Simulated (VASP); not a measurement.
Input of a VASP 6.6.1 run:

File INCAR:

```
ALGO = Normal
EDIFF = 1E-6
ENCUT = 520
GGA_COMPAT = F
ISIF = 2
ISMEAR = -1
LASPH = T
LCHARG = F
LORBIT = 11
LORBMOM = T
LREAL = F
LSORBIT = T
LWAVE = F
MAGMOM = 0 0 0
NBANDS = 25
NELM = 150
PREC = Accurate
SIGMA = 0.1
```

The input KPOINTS:

```
k-points
0
Gamma
  10 10 10
```

POSCAR

```
Sn
1.0
    3.0013002013      0.0000000000      0.0000000000
    0.0000000000      3.0013002013      0.0000000000
    0.0000000000      0.0000000000      3.0013002013
Sn
1
Direct
    0.0000000000      0.0000000000      0.0000000000
```

Potentials or basis: VASP PAW LDA potentials, release 64 (Sn_d).

The run is started by

```console
$ cat potpaw_LDA.64/Sn_d/POTCAR > POTCAR
$ mpirun -np 1 vasp_ncl > vasp.out
```

(1) Predict the net moment.

(2) Predict the pressure.

Results:

(1) 0.00 μB per cell.

(2) 0.0 GPa.
